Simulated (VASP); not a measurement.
VASP input:

### POSCAR
```
CdF2
1
    2.7489000000     0.0000000000     2.7489000000
    0.0000000000     2.7489000000     2.7489000000
    2.7489000000     2.7489000000     0.0000000000
Cd F
1 2
Direct
  0.0000000000   0.0000000000   0.0000000000
  0.2500000000   0.2500000000   0.2500000000
  0.7500000000   0.7500000000   0.7500000000
```

### KPOINTS
```
Automatic mesh
0
Gamma
5 5 5
0 0 0
```

**INCAR**
```
SYSTEM = CdF2
PREC = Accurate
ENCUT = 520
EDIFF = 1E-6
NELM = 100
ALGO = Normal
LREAL = .FALSE.
LASPH = .TRUE.
ISMEAR = 0
SIGMA = 0.05
GGA = PE
LMAXMIX = 4
LWAVE = .FALSE.
LCHARG = .FALSE.
ISIF = 2
```

POTCAR, in this order: Cd F (PBE.64 set). Program: vasp_std.

Problem. Does this input run properly? What does VASP do?

Solution. There is a fault: the lattice vectors form a left-handed set. VASP stops with an error: ERROR: the triple product of the basis vectors is negative exchange two basis vectors ----> I REFUSE TO CONTINUE WITH THIS SICK JOB ... BYE!!! <----

### standard output
```
 -----------------------------------------------------------------------------
|                                                                             |
|     EEEEEEE  RRRRRR   RRRRRR   OOOOOOO  RRRRRR      ###     ###     ###     |
|     E        R     R  R     R  O     O  R     R     ###     ###     ###     |
|     E        R     R  R     R  O     O  R     R     ###     ###     ###     |
|     EEEEE    RRRRRR   RRRRRR   O     O  RRRRRR       #       #       #      |
|     E        R   R    R   R    O     O  R   R                               |
|     E        R    R   R    R   O     O  R    R      ###     ###     ###     |
|     EEEEEEE  R     R  R     R  OOOOOOO  R     R     ###     ###     ###     |
|                                                                             |
|     ERROR: the triple product of the basis vectors is negative exchange     |
|     two basis vectors                                                       |
|                                                                             |
|       ---->  I REFUSE TO CONTINUE WITH THIS SICK JOB ... BYE!!! <----       |
|                                                                             |
 -----------------------------------------------------------------------------
```

To mend it, correct POSCAR.
POSCAR:
```
CdF2
1
    0.0000000000     2.7489000000     2.7489000000
    2.7489000000     0.0000000000     2.7489000000
    2.7489000000     2.7489000000     0.0000000000
Cd F
1 2
Direct
  0.0000000000   0.0000000000   0.0000000000
  0.2500000000   0.2500000000   0.2500000000
  0.7500000000   0.7500000000   0.7500000000
```
The mended run (PBE GGA, plane waves, VASP's PBE PAW potentials (set 64)) converges, and its OSZICAR ends with
```
   1 F= -.10906143E+02 E0= -.10906143E+02  d E =-.565988E-15
```

The compound is CdF2 in the fluorite structure. The cell was not relaxed at this level.
